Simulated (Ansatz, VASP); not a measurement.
# La2NCl3 (La2NCl3 (Ibam)) in two plane-wave programs, part 2 of 2

One calculation is typed for both programs; each brings its own data sets and cutoff. How far apart do they land? The structure shown is the end of the VASP relaxation below.

VASP 6.6.1 and Ansatz 0.2.0.

So far: Starting point; VASP: relaxation, LDA.

### 3. Ansatz: single point, LDA

Level of this step: Ansatz beside VASP: Kohn-Sham DFT, plane waves, LDA (Ansatz).

Ansatz runs on its default PAW (the set named soft_2) files.

The same cell, functional (in two slightly different forms), mesh and smearing now go to Ansatz, which takes its cutoff from its data sets.

input.yaml reads:

```yaml
crystal:
  lattice:
    - [-3.36174674, 6.79319368, 2.99641393]
    - [3.36174674, -6.79319368, 2.99641393]
    - [3.36174674, 6.79319368, -2.99641393]
  atoms:
    - { symbol: La, position: [0.59550025, 0.31985099, 0.91535125] }
    - { symbol: La, position: [0.40449975, 0.68014901, 0.08464875] }
    - { symbol: La, position: [0.90449975, 0.81985099, 0.72435073] }
    - { symbol: La, position: [0.09550025, 0.18014901, 0.27564927] }
    - { symbol: "N", position: [0.25, 0.25, 0.0] }
    - { symbol: "N", position: [0.75, 0.75, 0.0] }
    - { symbol: Cl, position: [0.25, 0.75, 0.5] }
    - { symbol: Cl, position: [0.75, 0.25, 0.5] }
    - { symbol: Cl, position: [0.80540438, 0.19638276, 0.00178714] }
    - { symbol: Cl, position: [0.19459562, 0.80361724, 0.99821286] }
    - { symbol: Cl, position: [0.69459562, 0.69638276, 0.39097838] }
    - { symbol: Cl, position: [0.30540438, 0.30361724, 0.60902162] }
hamiltonian:
  xc: lda
  pseudopotentials: { kind: paw }
kpoints:
  mp_grid: { grid: [4, 4, 4] }
scf:
  occupations: { method: gaussian, width: 0.05 }
  n_extra_bands: 7
output:
  forces: true
  stress: true
  eigenvalues: true
```

Launch:

```bash
> ansatz run input.yaml --threads 4 --pin off --max-ram 9216MiB --backend cpu --events-out ev --progress --plain --runs-dir out
```

Numbers of over 12 decimals in the logs are rounded to 6 here.

What it wrote:

```text
scf.n_extra_bands = 7 over 48 filled bands (N_el = 96.0): the run solves 55 bands
Engine: ansatz 0.2.0, aarch64-unknown-linux-gnu
Pseudopotentials: kind: paw
Pseudopotential: La, paw, valence charge 11, recommended cutoff 420 eV (normal), La.paw.azcp
Pseudopotential: N, paw, valence charge 5, recommended cutoff 420 eV (normal), N.paw.azcp
Pseudopotential: Cl, paw, valence charge 7, recommended cutoff 420 eV (normal), Cl.paw.azcp
Functional definition: SPW92
  exchange = slater_x
  correlation = pw_c
Crystal: 12 atoms, lattice volume = 273.716 Å³
Basis set: ecut = 420 eV, 5347 PW (Γ)
Bands: 55, of which v1, the nominal top of the filled ones, is band 48 counted from 1 (47 counted from 0)
Symmetry: 8 space group operations
Space group: Ibam (ITA 72), of the structure as read, at distance tolerance 6.5e-5 Å
k-points: 18 of 64
Non-local potential: La, projectors of the file, l = 0: 3, l = 1: 2, l = 2: 2, l = 3: 3
Non-local potential: N, projectors of the file, l = 0: 2, l = 1: 2, l = 2: 1
Non-local potential: Cl, projectors of the file, l = 0: 2, l = 1: 2, l = 2: 2
PAW form: soft (Blöchl's): semilocal exchange-correlation on the pseudo side does not see the compensation charge
PAW frozen core: La, regenerated for the run's functional, and the local potential with it (the file was generated under x = pbe(κ = 0.804, μ = 0.219515), c = pbe(β = 0.066725))
PAW frozen core: N, regenerated for the run's functional, and the local potential with it (the file was generated under x = pbe(κ = 0.804, μ = 0.219515), c = pbe(β = 0.066725))
PAW frozen core: Cl, regenerated for the run's functional, and the local potential with it (the file was generated under x = pbe(κ = 0.804, μ = 0.219515), c = pbe(β = 0.066725))
PAW one-centre angular grid: La, 590 points (default); XC on 64 Gauss nodes
PAW one-centre angular grid: N, 110 points (default); XC on 64 Gauss nodes
PAW one-centre angular grid: Cl, 110 points (default); XC on 64 Gauss nodes
Initial density: superposition of atomic densities (neutral atoms: chi_scale 0, normalization atom), corrected by the library's trained network
Initial wavefunctions: pseudopotential atomic-orbital guess
Functional: x = slater, c = lda
SCF iter   1: F=—  HF=-31343.869297 eV  |F-HF|=—  |Δ(HF+E_count)|=         —  Δρ=8.51e-3  dr2=2.30e-1  ethr=1.77e-3  ⟨swp⟩=7.6  Hψ=4583  notcnv=0
preconditioner: auto → Resta (q_TF=auto, 2.291 Å⁻¹)  ε∞=4.5  [insulator: Δε(μ)=3.034 eV  Ē_g=11.267 eV  σ=0.050 eV  W_gap=1.00  n_scr=48 (ndim 8)  ℏωp=21.1 eV  f_vac=0.027  D(μ)=0.00/eV (n_scr^D=0)  ε∞_Penn≈4.5]
SCF iter   2: F=—  HF=-31343.808158 eV  |F-HF|=—  |Δ(HF+E_count)|=   6.11e-2  Δρ=3.96e-3  dr2=4.04e-2  ethr=2.40e-4  ⟨swp⟩=5.8  Hψ=2015  notcnv=0  defer=25
SCF iter   3: F=—  HF=-31343.801557 eV  |F-HF|=—  |Δ(HF+E_count)|=   6.60e-3  Δρ=2.05e-3  dr2=1.02e-2  ethr=4.20e-5  ⟨swp⟩=2.1  Hψ=1809  notcnv=0  defer=25
SCF iter   4: F=—  HF=-31343.799678 eV  |F-HF|=—  |Δ(HF+E_count)|=   1.88e-3  Δρ=5.20e-4  dr2=6.96e-4  ethr=1.07e-5  ⟨swp⟩=2.0  Hψ=1672  notcnv=0  defer=25
SCF iter   5: F=—  HF=-31343.799637 eV  |F-HF|=—  |Δ(HF+E_count)|=   4.16e-5  Δρ=1.04e-4  dr2=2.68e-5  ethr=7.25e-7  ⟨swp⟩=3.0  Hψ=1732  notcnv=0  defer=25
SCF iter   6: F=—  HF=-31343.799650 eV  |F-HF|=—  |Δ(HF+E_count)|=   1.34e-5  Δρ=1.79e-5  dr2=1.42e-6  ethr=2.79e-8  ⟨swp⟩=2.8  Hψ=1830  notcnv=0  defer=25
SCF iter   7: F=-31343.799651 eV  HF=-31343.799651 eV  |F-HF|=4.29e-9  |Δ(HF+E_count)|=   3.73e-7  Δρ=4.11e-6  dr2=8.57e-8  ethr=1.04e-10  ⟨swp⟩=18.3  Hψ=6560  notcnv=0
SCF 1 converged in 7 iterations: F = -31343.799651 eV  dr2 = 8.57e-8
  greatest PAW one-centre occupation: 0.973 electrons in one spin orbital (limit 2), on the La atom at site 3 (counted from 0), in its partial waves of l = 0
SCF converged after 7 iterations
Free energy (F): -31343.799651 eV
Harris-Foulkes:  -31343.799651 eV  (|F-HF|=4.29e-9)
Internal energy: -31343.799651 eV  (E = F + TS)
E sigma→0 (E₀):  -31343.799651 eV
Fermi energy:    8.813287 eV
--- Per-component energies (eV) ---
  E_band       = -222.776765
  E_kinetic    = 2004.940427
  E_local      = -3473.140885  (includes V_loc(G=0)·N_el)
  E_nonlocal   = 677.974599
  E_hartree    = 1173.180409
  E_xc         = -1313.332435
  E_vxc        = -1477.533447  (∫ρ·V_xc dr)
  E_paw        = -24966.647914  (= ΣΔE_a)
  E_vpaw       = -301.384221  (= ΣTr[D̂ρ^β])
  E_aug_tail   = 0.000772  (compensation charges beyond the density's cutoff)
  E_ewald      = -5449.368528
  E_core_change = 2.593904  (= ΣΔE_core)
  E_smearing   = -0.000000  (= −TS)
  E_closure    = 0.000000  (closes the sum)
  Σ components = -31343.799651   (vs F -31343.799651, Δ=0.00e0)
--- Forces (eV/Å), atoms counted from 1 ---
  atom   1  La     0.01148565    -0.00552722     0.00000000
  atom   2  La    -0.01148565     0.00552722    -0.00000000
  atom   3  La     0.01148565     0.00552722     0.00000000
  atom   4  La    -0.01148565    -0.00552722    -0.00000000
  atom   5  N      0.00000000     0.00000000     0.00000000
  atom   6  N     -0.00000000    -0.00000000    -0.00000000
  atom   7  Cl     0.00000000     0.00000000     0.00000000
  atom   8  Cl     0.00000000    -0.00000000    -0.00000000
  atom   9  Cl     0.01628586     0.01010243    -0.00000000
  atom  10  Cl    -0.01628586    -0.01010243     0.00000000
  atom  11  Cl     0.01628586    -0.01010243     0.00000000
  atom  12  Cl    -0.01628586     0.01010243     0.00000000
  max |Σ_I F_I| component: 3.47e-18 eV/Å
--- Stress (GPa, compression-positive) ---
       -0.058930       0.000000       0.000000
        0.000000      -0.115302      -0.000000
        0.000000      -0.000000       0.007872
  P = ⅓ Tr σ = -0.0555 GPa (-0.555 kbar)
--- Band table (eV; the first three rows and the last of 18) ---
  k-point 0: bands = [... 44 lower, 6.8000, 6.8823, 7.1441, 7.2536, 10.3729, 10.5911, 11.0281, 11.0871, ... 3 higher]
  k-point 1: bands = [... 44 lower, 6.7471, 6.8934, 7.0728, 7.1841, 10.6442, 10.6795, 11.0245, 11.0605, ... 3 higher]
  k-point 2: bands = [... 44 lower, 6.5499, 6.8171, 6.9822, 7.2098, 10.8226, 10.8469, 10.9230, 10.9666, ... 3 higher]
  k-point 17: bands = [... 44 lower, 6.7040, 6.7056, 6.7615, 7.1460, 10.5790, 10.6204, 10.9405, 11.0090, ... 3 higher]
```

The job ended after 8.1 s (4 threads of Arm Neoverse V1, shared host; peak memory 0.88 GiB).

Reading the cycles: dr2 is the Hartree energy of the density residual (eV), the measure of convergence; HF is the Harris–Foulkes estimate of the energy, which meets the free energy F at convergence.

The run ends at a pressure of -0.06 GPa, with forces up to 0.019 eV/Å.

### 4. Comparison

Known differences besides the potentials themselves: the two LDA forms differ slightly; the cutoff is 420 eV in Ansatz and 520 eV in VASP (PREC = Normal, projectors in real space); VASP's log shows a relativistic correction to its local exchange, Ansatz's none. Total energies have different zeros and are not compared.

Compared:

```
                                        quantity  Ansatz   VASP  difference
                                  pressure (GPa)   -0.06  -0.07       +0.01
pressure without Ansatz's Pulay correction (GPa)   -0.14  -0.07       -0.07
                          gap on the k mesh (eV)   3.119  3.122      -0.003
```

At this near-relaxed geometry the largest component of a force difference is 13 meV/Å. A gap on the mesh is an upper bound, since the band edges may lie between its points. Ansatz's pressure holds a Pulay correction of 0.09 GPa; VASP's holds none.

### 5. Summary of results

| Quantity | Value |
| --- | --- |
| difference in gap on the k mesh (single point, LDA) | -0.0029 eV |

The difference in gap on the k mesh is -0.0029 eV (single point, LDA), within the 0.08 eV picked in this series as the mark of a large difference. How closely two codes agree says nothing of how well the functional describes the real material.

[Lines on the potential files, build, host, timing and source positions are cut from VASP's logs without a mark.]

[Logs are printed without paths, hosts, clocks, repeated set-up lines and the standing remarks that a program may print on its own settings, such as how far it seeks lower states.]

[Hosts, paths, dates, database ids (printed as entryN), source tags and the programs' standing remarks are cut or masked in the printed files.]
